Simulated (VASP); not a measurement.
Computed with PBEsol GGA, VASP's PBE PAW potentials (set 64) (plane waves; VASP 6.6.1).

VASP input:

POSCAR:
```
W(111) slab
1
    4.4649707743    -0.0000000000    -0.0000000000
   -2.2324848876     3.8667782002     0.0000000000
    0.0000000000     0.0000000000    24.1008440132
W
10
Direct
  0.0000000000   0.0000000000   0.3298260000
  0.6666670000   0.3333330000   0.3676420000
  0.3333330000   0.6666670000   0.4054590000
  0.0000000000   0.0000000000   0.4432750000
  0.6666670000   0.3333330000   0.4810920000
  0.3333330000   0.6666670000   0.5189080000
  0.0000000000   0.0000000000   0.5567250000
  0.6666670000   0.3333330000   0.5945410000
  0.3333330000   0.6666670000   0.6323580000
  0.0000000000   0.0000000000   0.6701740000
```

**INCAR**
```
! general
SYSTEM  = W(111) slab
PREC    = Normal
ENCUT   = 400
LREAL   = F
LASPH   = T

! electronic loop
EDIFF   = 1E-5
NELM    = 100
NELMIN  = 4
ALGO    = Normal
LMAXMIX = 6

! smearing
ISMEAR  = 1
SIGMA   = 0.1

! functional
GGA     = PS

! ions
IBRION  = 2
NSW     = 50
ISIF    = 2
EDIFFG  = -0.03

! output
LWAVE   = T
LCHARG  = F

! other
LDIPOL  = T
IDIPOL  = 3
DIPOL   = 0.5 0.5 0.5
```

**KPOINTS**
```
Automatic mesh
0
Gamma
7 7 1
0 0 0
```

POTCAR, in this order: W_sv (PBE.64 set). Program: vasp_std.

Output of the run:

### OSZICAR
```
...
       N       E                     dE             d eps       ncg     rms          rms(c)
DAV:   1    -0.127814811451E+03    0.14382E+01   -0.96122E+01  1500   0.919E+01    0.337E+00
DAV:   2    -0.129513990465E+03   -0.16992E+01   -0.19109E+01  1360   0.197E+01    0.246E+00
DAV:   3    -0.129510518160E+03    0.34723E-02   -0.65411E-01  1744   0.535E+00    0.133E+00
DAV:   4    -0.129529655461E+03   -0.19137E-01   -0.32283E-01  1784   0.366E+00    0.113E+00
DAV:   5    -0.129491406482E+03    0.38249E-01   -0.19950E-01  1804   0.334E+00    0.331E-01
DAV:   6    -0.129492256817E+03   -0.85033E-03   -0.23478E-02  1568   0.807E-01    0.256E-01
DAV:   7    -0.129492071453E+03    0.18536E-03   -0.18062E-03  1808   0.247E-01    0.162E-01
DAV:   8    -0.129491733178E+03    0.33828E-03   -0.17654E-03  1624   0.244E-01    0.587E-02
DAV:   9    -0.129491755075E+03   -0.21897E-04   -0.29963E-04  1552   0.108E-01    0.226E-02
DAV:  10    -0.129491758013E+03   -0.29387E-05   -0.27096E-05  1144   0.408E-02
   5 F= -.12949176E+03 E0= -.12949136E+03  d E =-.238770E+00
       N       E                     dE             d eps       ncg     rms          rms(c)
DAV:   1    -0.129474180085E+03    0.17575E-01   -0.12209E+00  1500   0.105E+01    0.382E-01
DAV:   2    -0.129494680981E+03   -0.20501E-01   -0.23207E-01  1432   0.219E+00    0.283E-01
DAV:   3    -0.129494508983E+03    0.17200E-03   -0.10531E-02  1732   0.761E-01    0.169E-01
DAV:   4    -0.129494410032E+03    0.98951E-04   -0.39979E-03  1736   0.417E-01    0.122E-01
DAV:   5    -0.129494167965E+03    0.24207E-03   -0.19080E-03  1712   0.316E-01    0.342E-02
DAV:   6    -0.129494172696E+03   -0.47312E-05   -0.26566E-04  1640   0.989E-02    0.258E-02
DAV:   7    -0.129494167529E+03    0.51675E-05   -0.20105E-05  1064   0.342E-02
   6 F= -.12949417E+03 E0= -.12949372E+03  d E =-.241180E+00
       N       E                     dE             d eps       ncg     rms          rms(c)
DAV:   1    -0.129205755886E+03    0.28842E+00   -0.20907E+01  1444   0.379E+01    0.157E+00
DAV:   2    -0.129532119455E+03   -0.32636E+00   -0.35874E+00  1352   0.806E+00    0.109E+00
DAV:   3    -0.129529970873E+03    0.21486E-02   -0.13664E-01  1712   0.237E+00    0.683E-01
DAV:   4    -0.129532866209E+03   -0.28953E-02   -0.91243E-02  1792   0.205E+00    0.562E-01
DAV:   5    -0.129524502323E+03    0.83639E-02   -0.40626E-02  1752   0.147E+00    0.116E-01
DAV:   6    -0.129524618539E+03   -0.11622E-03   -0.41453E-03  1620   0.359E-01    0.104E-01
DAV:   7    -0.129524473361E+03    0.14518E-03   -0.62158E-04  1592   0.150E-01    0.478E-02
DAV:   8    -0.129524464933E+03    0.84278E-05   -0.13397E-04  1600   0.549E-02    0.226E-02
DAV:   9    -0.129524463934E+03    0.99972E-06   -0.15937E-05  1040   0.290E-02
   7 F= -.12952446E+03 E0= -.12952413E+03  d E =-.302964E-01
       N       E                     dE             d eps       ncg     rms          rms(c)
DAV:   1    -0.129503329236E+03    0.21136E-01   -0.20121E+00  1468   0.117E+01    0.478E-01
DAV:   2    -0.129533156813E+03   -0.29828E-01   -0.32634E-01  1344   0.248E+00    0.342E-01
DAV:   3    -0.129532823436E+03    0.33338E-03   -0.16295E-02  1744   0.883E-01    0.227E-01
DAV:   4    -0.129532481483E+03    0.34195E-03   -0.78628E-03  1732   0.633E-01    0.146E-01
DAV:   5    -0.129532097809E+03    0.38367E-03   -0.26813E-03  1716   0.346E-01    0.360E-02
DAV:   6    -0.129532094936E+03    0.28734E-05   -0.29513E-04  1620   0.101E-01    0.241E-02
DAV:   7    -0.129532082254E+03    0.12682E-04   -0.54547E-05  1376   0.433E-02    0.968E-03
DAV:   8    -0.129532082061E+03    0.19237E-06   -0.96064E-06   836   0.169E-02
   8 F= -.12953208E+03 E0= -.12953171E+03  d E =-.379145E-01
       N       E                     dE             d eps       ncg     rms          rms(c)
DAV:   1    -0.129508983423E+03    0.23099E-01   -0.19198E+00  1440   0.123E+01    0.410E-01
DAV:   2    -0.129538744567E+03   -0.29761E-01   -0.33581E-01  1420   0.244E+00    0.261E-01
DAV:   3    -0.129538876859E+03   -0.13229E-03   -0.74606E-03  1704   0.403E-01    0.154E-01
DAV:   4    -0.129539252837E+03   -0.37598E-03   -0.37139E-03  1748   0.460E-01    0.121E-01
DAV:   5    -0.129538733395E+03    0.51944E-03   -0.28576E-03  1724   0.350E-01    0.317E-02
DAV:   6    -0.129538733290E+03    0.10429E-06   -0.29387E-04  1708   0.918E-02    0.194E-02
DAV:   7    -0.129538728443E+03    0.48477E-05   -0.29785E-05  1176   0.440E-02
   9 F= -.12953873E+03 E0= -.12953878E+03  d E =-.664638E-02
       N       E                     dE             d eps       ncg     rms          rms(c)
DAV:   1    -0.129537686527E+03    0.10468E-02   -0.80714E-02  1436   0.251E+00    0.854E-02
DAV:   2    -0.129538933851E+03   -0.12473E-02   -0.14162E-02  1448   0.501E-01    0.542E-02
DAV:   3    -0.129538941630E+03   -0.77794E-05   -0.31630E-04  1696   0.816E-02    0.321E-02
DAV:   4    -0.129538960067E+03   -0.18437E-04   -0.15374E-04  1584   0.927E-02    0.249E-02
DAV:   5    -0.129538938545E+03    0.21522E-04   -0.11977E-04  1396   0.728E-02    0.651E-03
DAV:   6    -0.129538938695E+03   -0.15051E-06   -0.10266E-05   904   0.192E-02
  10 F= -.12953894E+03 E0= -.12953903E+03  d E =-.685663E-02
       N       E                     dE             d eps       ncg     rms          rms(c)
DAV:   1    -0.129531311462E+03    0.76271E-02   -0.67854E-01  1456   0.700E+00    0.268E-01
DAV:   2    -0.129541415083E+03   -0.10104E-01   -0.11341E-01  1408   0.153E+00    0.217E-01
DAV:   3    -0.129541345588E+03    0.69495E-04   -0.53092E-03  1724   0.547E-01    0.136E-01
DAV:   4    -0.129541300231E+03    0.45357E-04   -0.21679E-03  1716   0.295E-01    0.964E-02
DAV:   5    -0.129541180819E+03    0.11941E-03   -0.83092E-04  1724   0.237E-01    0.228E-02
DAV:   6    -0.129541180459E+03    0.35962E-06   -0.12286E-04  1608   0.710E-02    0.224E-02
DAV:   7    -0.129541175993E+03    0.44664E-05   -0.18604E-05  1024   0.301E-02
  11 F= -.12954118E+03 E0= -.12954130E+03  d E =-.223730E-02
       N       E                     dE             d eps       ncg     rms          rms(c)
DAV:   1    -0.129538727725E+03    0.24527E-02   -0.19785E-01  1456   0.378E+00    0.145E-01
DAV:   2    -0.129541677457E+03   -0.29497E-02   -0.33070E-02  1416   0.828E-01    0.118E-01
DAV:   3    -0.129541655849E+03    0.21609E-04   -0.15555E-03  1724   0.295E-01    0.739E-02
DAV:   4    -0.129541644064E+03    0.11785E-04   -0.64191E-04  1652   0.160E-01    0.525E-02
DAV:   5    -0.129541610272E+03    0.33792E-04   -0.24982E-04  1656   0.130E-01    0.127E-02
DAV:   6    -0.129541610074E+03    0.19819E-06   -0.35981E-05  1212   0.399E-02
  12 F= -.12954161E+03 E0= -.12954174E+03  d E =-.267138E-02
       N       E                     dE             d eps       ncg     rms          rms(c)
DAV:   1    -0.129541269257E+03    0.34101E-03   -0.24845E-02  1468   0.134E+00    0.530E-02
DAV:   2    -0.129541637848E+03   -0.36859E-03   -0.41935E-03  1352   0.294E-01    0.420E-02
DAV:   3    -0.129541636714E+03    0.11345E-05   -0.19694E-04  1664   0.104E-01    0.260E-02
DAV:   4    -0.129541635646E+03    0.10679E-05   -0.82619E-05  1348   0.585E-02
  13 F= -.12954164E+03 E0= -.12954177E+03  d E =-.269695E-02
       N       E                     dE             d eps       ncg     rms          rms(c)
DAV:   1    -0.129537598839E+03    0.40379E-02   -0.30407E-01  1524   0.496E+00    0.178E-01
DAV:   2    -0.129542209993E+03   -0.46112E-02   -0.52645E-02  1424   0.104E+00    0.120E-01
DAV:   3    -0.129542298618E+03   -0.88624E-04   -0.20953E-03  1728   0.308E-01    0.842E-02
DAV:   4    -0.129542256979E+03    0.41638E-04   -0.82668E-04  1736   0.194E-01    0.582E-02
DAV:   5    -0.129542227292E+03    0.29688E-04   -0.19798E-04  1700   0.118E-01    0.113E-02
DAV:   6    -0.129542227045E+03    0.24646E-06   -0.18787E-05  1008   0.294E-02
  14 F= -.12954223E+03 E0= -.12954222E+03  d E =-.591400E-03
```

OUTCAR:
```
------------------------ aborting loop because EDIFF is reached ----------------------------------------
  FORCE on cell =-STRESS in cart. coord.  units (eV):
  Direction    XX          YY          ZZ          XY          YZ          ZX
  --------------------------------------------------------------------------------------
  Total       -5.0566729     -5.0566731     -0.2140490     -0.0000007      0.0000000      0.0000000
  in kB      -19.4704197    -19.4704205     -0.8241832     -0.0000025      0.0000000      0.0000000
  external PRESSURE =     -13.2550078 kB  Pullay stress =       0.0000000 kB
  volume of cell :      416.10
      direct lattice vectors                 reciprocal lattice vectors
     4.464970774  0.000000000  0.000000000     0.223965632  0.129306586  0.000000000
    -2.232484888  3.866778200  0.000000000     0.000000000  0.258613230  0.000000000
     0.000000000  0.000000000 24.100844013     0.000000000  0.000000000  0.041492323
 POSITION                                       TOTAL-FORCE (eV/Angst)
 -----------------------------------------------------------------------------------
      4.46497      0.00000      8.21606        -0.000000      0.000000      0.009981
      2.23249      1.28892      8.93216         0.000000     -0.000000     -0.011880
     -0.00000      2.57785      9.61911         0.000000      0.000000      0.012162
      0.00000      0.00000     10.70162        -0.000000      0.000000     -0.019033
      2.23249      1.28892     11.56390        -0.000000     -0.000000      0.005039
     -0.00000      2.57785     12.53695        -0.000000      0.000000     -0.005039
      0.00000      0.00000     13.39923        -0.000000      0.000000      0.019033
      2.23249      1.28892     14.48173        -0.000000     -0.000000     -0.012162
     -0.00000      2.57785     15.16868        -0.000000      0.000000      0.011880
      4.46497      0.00000     15.88479        -0.000000     -0.000000     -0.009981
 -----------------------------------------------------------------------------------
    total drift:                                0.000000      0.000000      0.000000
  FREE ENERGIE OF THE ION-ELECTRON SYSTEM (eV)
  ---------------------------------------------------
  free  energy   TOTEN  =      -129.5422270454 eV

  energy  without entropy=     -129.5421998549  energy(sigma->0) =     -129.54221798

 reached required accuracy - stopping structural energy minimisation
```
(Selected blocks of OUTCAR.)

CONTCAR:
```
W(111) slab
   1.00000000000000
     4.4649707743000002    0.0000000000000000    0.0000000000000000
    -2.2324848876000001    3.8667782002000002    0.0000000000000000
     0.0000000000000000    0.0000000000000000   24.1008440131999997
  W
    10
Direct
     1.0000000000000000    0.0000000000000000    0.3409033391610946
     0.6666669999999968    0.3333330000000032    0.3706160865724477
     0.3333330000000032    0.6666669999999968    0.3991193387653879
     0.0000000000000000    0.0000000000000000    0.4440348740174518
     0.6666669999999968    0.3333330000000032    0.4798129673337156
     0.3333330000000032    0.6666669999999968    0.5201870326662844
     0.0000000000000000    0.0000000000000000    0.5559651259825482
     0.6666669999999968    0.3333330000000032    0.6008806612346121
     0.3333330000000032    0.6666669999999968    0.6293839134275526
     1.0000000000000000    0.0000000000000000    0.6590966608389055
```

The cell is a thin slab with vacuum, built from W (bcc): (111) face.
